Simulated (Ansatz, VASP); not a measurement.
# Sn in two plane-wave programs

One calculation is typed for both programs; each brings its own data sets and cutoff. How far apart do they land? The cell is taken from a series of VASP runs on this material, whose earlier steps may have relaxed, scaled or displaced it; both programs get it as it stands.

Method: plane waves, with VASP 6.6.1 beside it; band structure at PBEsol, in Ansatz 0.2.0.

## 1. Starting point

Symmetry: Fd-3m, No. 227, cubic system. The conventional cell has a = 6.544 Å, b = 6.544 Å, c = 6.544 Å, α = 90.00°, β = 90.00°, γ = 90.00°. Sn has 4 Sn at 2.83 Å nearest.

## 2. VASP: band structure, PBEsol

With cell and atoms fixed, the geometry can't cause a difference; cores, projectors, grids and the points listed under the comparison can.

Lines of VASP's logs that name or quote its potential files are left out, and so is its time.

Contents of INCAR:

```
SYSTEM = Sn
PREC = Accurate
ENCUT = 400
EDIFF = 1E-06
NELM = 100
ISMEAR = 1
SIGMA = 0.2
LREAL = .FALSE.
ALGO = Normal
GGA = PS
NBANDS = 26
LORBIT = 11
LWAVE = .FALSE.
LCHARG = .FALSE.
KPAR = 2
```

Contents of POSCAR:

```
Sn
1.0
    0.0000000000      3.2720116040      3.2720116040
    3.2720116040      0.0000000000      3.2720116040
    3.2720116040      3.2720116040      0.0000000000
Sn
2
Direct
    0.0000000000      0.0000000000      0.0000000000
    0.2500000000      0.2500000000      0.2500000000
```

Contents of KPOINTS:

```
Automatic mesh
0
Gamma
5 5 5
0 0 0
```

Contents of KPOINTS_OPT:

```
Line mode
16
Line-mode
Reciprocal
  0.00000000   0.00000000   0.00000000 GAMMA
  0.50000000   0.00000000   0.50000000 X

  0.50000000   0.00000000   0.50000000 X
  0.50000000   0.25000000   0.75000000 W

  0.50000000   0.25000000   0.75000000 W
  0.37500000   0.37500000   0.75000000 K

  0.37500000   0.37500000   0.75000000 K
  0.00000000   0.00000000   0.00000000 GAMMA

  0.00000000   0.00000000   0.00000000 GAMMA
  0.50000000   0.50000000   0.50000000 L

  0.50000000   0.50000000   0.50000000 L
  0.62500000   0.25000000   0.62500000 U

  0.62500000   0.25000000   0.62500000 U
  0.50000000   0.25000000   0.75000000 W

  0.50000000   0.25000000   0.75000000 W
  0.50000000   0.50000000   0.50000000 L

  0.50000000   0.50000000   0.50000000 L
  0.37500000   0.37500000   0.75000000 K

  0.62500000   0.25000000   0.62500000 U
  0.50000000   0.00000000   0.50000000 X
```

Potentials, in the order of the species: Sn_d (PBE family, release 64).

Started as:

```
> mpirun -np 2 vasp_std
```

Numbers of over 12 decimals in the logs are rounded to 6 here.

The program printed:

```text
[banner, memory and clock lines left out]
running    2 mpi-ranks, on    1 nodes
 distrk:  each k-point on    1 cores,    2 groups
 distr:  one band on    1 cores,    1 groups

 POSCAR found type information on POSCAR Sn
 POSCAR found :  1 types and       2 ions
|                                                                             |
|               ----> ADVICE to this user running VASP <----                  |
|                                                                             |
|     You enforced a specific xc type in the INCAR file but a different       |
|     [... a line on the potential file left out ...]
|     I HOPE YOU KNOW WHAT YOU ARE DOING!                                     |
|                                                                             |

 LDA part: xc-table for (Slater+PW92), standard interpolation
 POSCAR, INCAR and KPOINTS ok, starting setup
 FFT: planning ... GRIDC
 FFT: planning ... GRID_SOFT
 FFT: planning ... GRID
 WAVECAR not read
 entering main loop
       N       E                     dE             d eps       ncg     rms          rms(c)
DAV:   1     0.222821914836E+03    0.22282E+03   -0.11747E+04   530   0.131E+03
DAV:   2     0.198245557815E+02   -0.20300E+03   -0.19659E+03   536   0.362E+02
DAV:   3    -0.748986603555E+01   -0.27314E+02   -0.27072E+02   606   0.117E+02
DAV:   4    -0.845538197156E+01   -0.96552E+00   -0.96388E+00   574   0.245E+01
DAV:   5    -0.848923391790E+01   -0.33852E-01   -0.33850E-01   740   0.421E+00    0.318E+00
DAV:   6    -0.841920185178E+01    0.70032E-01   -0.35041E-02   704   0.212E+00    0.180E+00
DAV:   7    -0.838553196826E+01    0.33670E-01   -0.43369E-02   688   0.201E+00    0.169E-01
DAV:   8    -0.838668379997E+01   -0.11518E-02   -0.70566E-03   592   0.758E-01    0.551E-02
DAV:   9    -0.838698708210E+01   -0.30328E-03   -0.42731E-04   560   0.148E-01    0.914E-03
DAV:  10    -0.838699923972E+01   -0.12158E-04   -0.24155E-05   690   0.308E-02    0.629E-03
DAV:  11    -0.838700185559E+01   -0.26159E-05   -0.41587E-06   504   0.168E-02    0.125E-03
DAV:  12    -0.838700152134E+01    0.33425E-06   -0.51667E-07   414   0.946E-03
   1 F= -.83870015E+01 E0= -.83869609E+01  d E =-.121793E-03
 Start KPOINTS_OPT (optional k-point list driver)
k-point batch [1-10\160]
       N       E                     dE             ncg
DAV:   1    -0.724998218351E+03   -0.25443E+04      548
DAV:   2    -0.279145212673E+04   -0.20665E+04      530
DAV:   3    -0.308220350833E+04   -0.29075E+03      566
DAV:   4    -0.309294099806E+04   -0.10737E+02      554
DAV:   5    -0.309332375474E+04   -0.38276E+00      732
DAV:   6    -0.309332742849E+04   -0.36737E-02      586
DAV:   7    -0.309332754218E+04   -0.11369E-03      752
DAV:   8    -0.309332754317E+04   -0.98476E-06      428
[...]
k-point batch [151-160\160]
       N       E                     dE             ncg
DAV:   1    -0.901370290856E+03   -0.85987E+04      548
DAV:   2    -0.292255976160E+04   -0.20212E+04      520
DAV:   3    -0.319108438271E+04   -0.26852E+03      676
DAV:   4    -0.319974422113E+04   -0.86598E+01      576
DAV:   5    -0.320005494702E+04   -0.31073E+00      770
DAV:   6    -0.320005768870E+04   -0.27417E-02      630
DAV:   7    -0.320005778480E+04   -0.96098E-04      788
DAV:   8    -0.320005778565E+04   -0.84871E-06      462
```

Parts of OUTCAR (step 2):

```text
ion  position               nearest neighbor table
   1  0.000  0.000  0.000-   2 2.83   2 2.83   2 2.83   2 2.83
   2  0.250  0.250  0.250-   1 2.83   1 2.83   1 2.83   1 2.83

  LATTYP: Found a face centered cubic cell.
 ALAT       =     6.5440232080

 Subroutine GETGRP returns: Found 48 space group operations
 (whereof 24 operations were pure point group operations)

The static configuration has the point symmetry T_d .
 The point group associated with its full space group is O_h .

 Found     10 irreducible k-points:

   k-points           NKPTS =     10   k-points in BZ     NKDIM =     10   number of bands    NBANDS=     26

   dimension x,y,z NGX =    30 NGY =   30 NGZ =   30
   dimension x,y,z NGXF=    60 NGYF=   60 NGZF=   60

   ENCUT  =  400.0 eV  29.40 Ry    5.42 a.u.   7.55  7.55  7.55*2*pi/ulx,y,z

   NELECT =      28.0000    total number of electrons

 k-points in reciprocal lattice and weights: Automatic mesh
   0.00000000  0.00000000  0.00000000       0.008
   0.20000000  0.00000000  0.00000000       0.064
   0.40000000  0.00000000  0.00000000       0.064
   0.20000000  0.20000000  0.00000000       0.048
   0.40000000  0.20000000  0.00000000       0.192
  -0.40000000  0.20000000  0.00000000       0.192
  -0.20000000  0.20000000  0.00000000       0.096
   0.40000000  0.40000000  0.00000000       0.048
  -0.40000000  0.40000000  0.00000000       0.096
  -0.40000000  0.40000000  0.20000000       0.192

 average (electrostatic) potential at core
       1-101.5280       2-101.5280

 E-fermi :   5.1243

 k-point     1 :       0.0000    0.0000    0.0000
  band No.  band energies     occupation
    ...
      8     -15.9540      2.00000
      9     -15.9479      2.00000
     10     -15.9479      2.00000
     11      -5.2244      2.00000
     12       4.3778      2.00000
     13       5.3283     -0.05412
     14       5.3283     -0.05412
     15       5.3283     -0.05412
     16       7.3822     -0.00000
     17       7.3822     -0.00000
    ...

 k-point     2 :       0.2000    0.0000    0.0000
  band No.  band energies     occupation
    ...
     10     -15.9182      2.00000
     11      -4.8523      2.00000
     12       1.9057      2.00000
     13       4.7746      2.03296
     14       4.7746      2.03296
     15       5.6250     -0.00228
     16       8.0802     -0.00000
     17       8.0802     -0.00000
     18       8.9124     -0.00000
     19      11.3916      0.00000
    ...

 k-point     3 :       0.4000    0.0000    0.0000
  band No.  band energies     occupation
    ...
     10     -15.9033      2.00000
     11      -3.9185      2.00000
     12      -0.5222      2.00000
     13       4.2320      2.00000
     14       4.2320      2.00000
     15       5.1928      0.45653
     16       8.4412     -0.00000
     17       8.4412     -0.00000
     18      10.8643      0.00000
     19      12.0260      0.00000
    ...

  Total        0.0141661      0.0141661      0.0141661     -0.0000000     -0.0000000      0.0000000
  in kB        0.3239570      0.3239570      0.3239570     -0.0000000     -0.0000000      0.0000000
  external PRESSURE =       0.3239570 kB  Pullay stress =       0.0000000 kB

  energy-cutoff  :      400.00
  volume of cell :       70.06
      direct lattice vectors                 reciprocal lattice vectors
     0.000000000  3.272011604  3.272011604    -0.152811194  0.152811194  0.152811194
     3.272011604  0.000000000  3.272011604     0.152811194 -0.152811194  0.152811194
     3.272011604  3.272011604  0.000000000     0.152811194  0.152811194 -0.152811194

 POSITION                                       TOTAL-FORCE (eV/Angst)
 -----------------------------------------------------------------------------------
      0.00000      0.00000      0.00000         0.000000      0.000000      0.000000
      1.63601      1.63601      1.63601        -0.000000     -0.000000     -0.000000
 -----------------------------------------------------------------------------------
    total drift:                                0.000000      0.000000      0.000000

  FREE ENERGIE OF THE ION-ELECTRON SYSTEM (eV)
  ---------------------------------------------------
  free  energy   TOTEN  =        -8.3870015213 eV

  energy  without entropy=       -8.3868797286  energy(sigma->0) =       -8.38696092

 total charge
# of ion       s       p       d       tot
------------------------------------------
    1        1.162   1.195   9.967  12.324
    2        1.162   1.195   9.967  12.324
--------------------------------------------------
tot          2.323   2.390  19.934  24.647

[... 3 further parts left out ...]
```

Spin-orbit coupling is off here; with elements this heavy it splits and shifts levels by tenths of an eV or more.

## 3. Ansatz: band structure, PBEsol

Ansatz runs on its default PAW (the set named soft_2) files.

The same cell, functional, mesh and smearing now go to Ansatz, which takes its cutoff from its data sets.

Contents of input.yaml:

```yaml
crystal:
  lattice:
    - [0.0, 3.272011604, 3.272011604]
    - [3.272011604, 0.0, 3.272011604]
    - [3.272011604, 3.272011604, 0.0]
  atoms:
    - { symbol: Sn, position: [0.0, 0.0, 0.0] }
    - { symbol: Sn, position: [0.25, 0.25, 0.25] }
hamiltonian:
  xc: pbesol
  pseudopotentials: { kind: paw }
kpoints:
  mp_grid: { grid: [5, 5, 5] }
  band_path:
    path:
      - [0.0, 0.0, 0.0]
      - [0.16667, 0.0, 0.16667]
      - [0.33333, 0.0, 0.33333]
      - [0.5, 0.0, 0.5]
      - [0.5, 0.08333, 0.58333]
      - [0.5, 0.18333, 0.68333]
      - [0.5, 0.25, 0.75]
      - [0.45, 0.3, 0.75]
      - [0.40833, 0.34167, 0.75]
      - [0.35, 0.35, 0.7]
      - [0.225, 0.225, 0.45]
      - [0.075, 0.075, 0.15]
      - [0.03333, 0.03333, 0.03333]
      - [0.23333, 0.23333, 0.23333]
      - [0.4, 0.4, 0.4]
      - [0.51667, 0.46667, 0.51667]
      - [0.55833, 0.38333, 0.55833]
      - [0.60833, 0.28333, 0.60833]
      - [0.60833, 0.25, 0.64167]
      - [0.55833, 0.25, 0.69167]
      - [0.51667, 0.25, 0.73333]
      - [0.5, 0.3, 0.7]
      - [0.5, 0.38333, 0.61667]
      - [0.5, 0.48333, 0.51667]
      - [0.475, 0.475, 0.55]
      - [0.425, 0.425, 0.65]
      - [0.38333, 0.38333, 0.73333]
      - [0.59167, 0.18333, 0.59167]
      - [0.55, 0.1, 0.55]
      - [0.5, 0.0, 0.5]
    npoints: 1
scf:
  occupations: { method: methfessel_paxton, width: 0.2 }
  n_extra_bands: 7
output:
  forces: true
  stress: true
  eigenvalues: true
```

Started as:

```
> ansatz run input.yaml --threads 2 --pin off --max-ram 4608MiB --backend cpu --events-out ev --progress --plain --runs-dir out
```

The program printed:

```text
scf.n_extra_bands = 7 over 14 filled bands (N_el = 28.0): the run solves 21 bands
Engine: ansatz 0.2.0, aarch64-unknown-linux-gnu
Pseudopotentials: kind: paw
Pseudopotential: Sn, paw, valence charge 14, recommended cutoff 420 eV (normal), Sn.paw.azcp
Functional definition: PBEsol
  exchange = pbesol_x
  correlation = pbesol_c
Crystal: 2 atoms, lattice volume = 70.061 Å³
Basis set: ecut = 420 eV, 1363 PW (Γ), exchange–correlation on 64×64×64 points (8 copies of the dense FFT grid, shifted against one another)
Bands: 21, of which v1, the nominal top of the filled ones, is band 14 counted from 1 (13 counted from 0)
Symmetry: 48 space group operations
Space group: Fd-3m (ITA 227), of the structure as read, at distance tolerance 4.1e-5 Å
k-points: 10 of 125
Non-local potential: Sn, projectors of the file, l = 0: 2, l = 1: 2, l = 2: 2, l = 3: 2
PAW form: soft (Blöchl's): semilocal exchange-correlation on the pseudo side does not see the compensation charge
PAW frozen core: Sn, regenerated for the run's functional, and the local potential with it (the file was generated under x = pbe(κ = 0.804, μ = 0.219515), c = pbe(β = 0.066725))
PAW one-centre angular grid: Sn, 590 points (default); XC on 64 Gauss nodes
Initial density: superposition of atomic densities (neutral atoms: chi_scale 0, normalization atom), corrected by the library's trained network
Initial wavefunctions: pseudopotential atomic-orbital guess
Functional: x = pbesol(κ = 0.804, μ = 0.123457), c = pbesol(β = 0.046)
SCF iter   1: F=—  HF=-11899.432141 eV  |F-HF|=—  |Δ(HF+E_count)|=         —  Δρ=2.07e-3  dr2=2.76e-3  ethr=1.77e-3  ⟨swp⟩=6.0  Hψ=1060  notcnv=0  defer=1
preconditioner: auto → none  [insulator: Δε(μ)=0.425 eV  Ē_g=21.871 eV  σ=0.200 eV  W_gap=0.78  n_scr=14 (ndim 8)  ℏωp=23.5 eV  f_vac=0.100  D(μ)=0.42/eV (n_scr^D=0)  ε∞_Penn≈2.2]
SCF iter   2: F=—  HF=-11899.429223 eV  |F-HF|=—  |Δ(HF+E_count)|=   2.92e-3  S|Δr|=    0.00e0  Δρ=8.10e-4  dr2=2.88e-4  ethr=9.87e-6  ⟨swp⟩=2.9  Hψ=429  notcnv=0  defer=1
SCF iter   3: F=—  HF=-11899.429324 eV  |F-HF|=—  |Δ(HF+E_count)|=   1.01e-4  S|Δr|=    0.00e0  Δρ=1.86e-4  dr2=2.34e-5  ethr=1.03e-6  ⟨swp⟩=2.0  Hψ=327  notcnv=0  defer=1
SCF iter   4: F=—  HF=-11899.429329 eV  |F-HF|=—  |Δ(HF+E_count)|=   5.18e-6  S|Δr|=    0.00e0  Δρ=1.05e-4  dr2=4.78e-6  ethr=8.37e-8  ⟨swp⟩=2.0  Hψ=327  notcnv=0  defer=1
SCF iter   5: F=—  HF=-11899.429330 eV  |F-HF|=—  |Δ(HF+E_count)|=   1.45e-6  S|Δr|=    0.00e0  Δρ=3.89e-5  dr2=6.66e-7  ethr=1.71e-8  ⟨swp⟩=3.0  Hψ=332  notcnv=0  defer=1
SCF iter   6: F=-11899.429330 eV  HF=-11899.429330 eV  |F-HF|=1.23e-8  |Δ(HF+E_count)|=   8.32e-8  S|Δr|=    0.00e0  Δρ=7.51e-6  dr2=2.36e-8  ethr=3.57e-10  ⟨swp⟩=9.2  Hψ=1228  notcnv=0
SCF 1 converged in 6 iterations: F = -11899.429330 eV  dr2 = 2.36e-8
  greatest PAW one-centre occupation: 0.991 electrons in one spin orbital (limit 2), on the Sn atom at site 1 (counted from 0), in its partial waves of l = 2
NSCF: frozen V_eff on 30 k-points
SCF converged after 6 iterations
Stability not checked: this state was not tested for a lower state beside it, because cold or Methfessel-Paxton smearing, or corrected tetrahedra, fill the levels in a way that the test cannot read (fill_not_monotonic; see scf.lower_state_search)
Free energy (F): -11899.429330 eV
Harris-Foulkes:  -11899.429330 eV  (|F-HF|=1.23e-8)
Internal energy: -11899.429197 eV  (E = F + TS)
E sigma→0 (E₀):  -11899.429297 eV
Entropy (-TS):   -0.000134 eV (-0.067 meV/atom)
Fermi energy:    7.258928 eV
--- Per-component energies (eV) ---
  E_band       = -258.066921
  E_kinetic    = 375.162622
  E_local      = -2336.226526  (includes V_loc(G=0)·N_el)
  E_nonlocal   = -60.398435
  E_hartree    = 1335.120521
  E_xc         = -757.282266
  E_vxc        = -192.558903  (∫ρ·V_xc dr)
  E_paw        = -8133.136624  (= ΣΔE_a)
  E_vpaw       = -714.296217  (= ΣTr[D̂ρ^β])
  E_aug_tail   = -0.000001  (compensation charges beyond the density's cutoff)
  E_ewald      = -2323.238168
  E_core_change = 0.569680  (= ΣΔE_core)
  E_smearing   = -0.000134  (= −TS)
  E_closure    = -0.000000  (closes the sum)
  Σ components = -11899.429330   (vs F -11899.429330, Δ=0.00e0)
--- Forces (eV/Å), atoms counted from 1 ---
  atom   1  Sn     0.00000000    -0.00000000    -0.00000000
  atom   2  Sn     0.00000000     0.00000000    -0.00000000
  max |Σ_I F_I| component: 9.25e-18 eV/Å
--- Stress (GPa, compression-positive) ---
        0.105539       0.000000      -0.000000
        0.000000       0.105539       0.000000
        0.000000      -0.000000       0.105539
  P = ⅓ Tr σ = 0.1055 GPa (1.055 kbar)
--- Band table (eV; the first three rows and the last of 10) ---
  k-point 0: bands = [... 10 lower, -3.0892, 6.5130, 7.4623, 7.4623, 7.4623, 9.5163, 9.5163, 9.5163, ... 3 higher]
  k-point 1: bands = [... 10 lower, -2.7172, 4.0401, 6.9087, 6.9087, 7.7597, 10.2141, 10.2141, 11.0470, ... 3 higher]
  k-point 2: bands = [... 10 lower, -1.7835, 1.6124, 6.3662, 6.3662, 7.3274, 10.5745, 10.5745, 12.9989, ... 3 higher]
  k-point 9: bands = [... 10 lower, -0.8541, 0.8557, 4.2863, 5.0218, 10.0671, 10.1159, 11.0423, 13.2117, ... 3 higher]
```

The job ended after 2.3 s (2 threads of Arm Neoverse N1, shared host; peak memory 0.29 GiB).

Reading the cycles: dr2 is the Hartree energy of the density residual (eV), the measure of convergence; HF is the Harris–Foulkes estimate of the energy, which meets the free energy F at convergence.

## 4. Comparison

Known differences besides the potentials themselves: the cutoff is 420 eV in Ansatz and 400 eV in VASP; Ansatz makes its cores anew for this functional, VASP keeps those of its PBE data sets; VASP leaves aspherical gradient terms in its spheres out (LASPH is not set), Ansatz keeps them. Total energies have different zeros and are not compared.

Compared:

```tsv
quantity	Ansatz	VASP	difference
pressure (GPa)	0.11	0.03	+0.07
```

Levels from 3 eV below to 2 eV above the Fermi level differ by 0 meV r.m.s. and 1 meV at most; each VASP level is matched to the nearest of Ansatz, which flatters the figure a little. Ansatz's pressure holds a Pulay correction of 0.03 GPa; VASP's holds none.

## 5. What came out

| Property | Result |
| --- | --- |
| r.m.s. difference of levels near the Fermi level (band structure, PBEsol) | 0.45 meV |

In words: The r.m.s. difference of levels near the Fermi level is 0.45 meV (band structure, PBEsol), within the 80 meV picked in this series as the mark of a large difference. How closely two codes agree says nothing of how well the functional describes the real material.

[Lines on the potential files, build, host, timing and source positions are cut from VASP's logs without a mark.]

[Logs are printed without paths, hosts, clocks, repeated set-up lines and the standing remarks that a program may print on its own settings, such as how far it seeks lower states.]

[Hosts, paths, dates, database ids (printed as entryN), source tags and the programs' standing remarks are cut or masked in the printed files.]
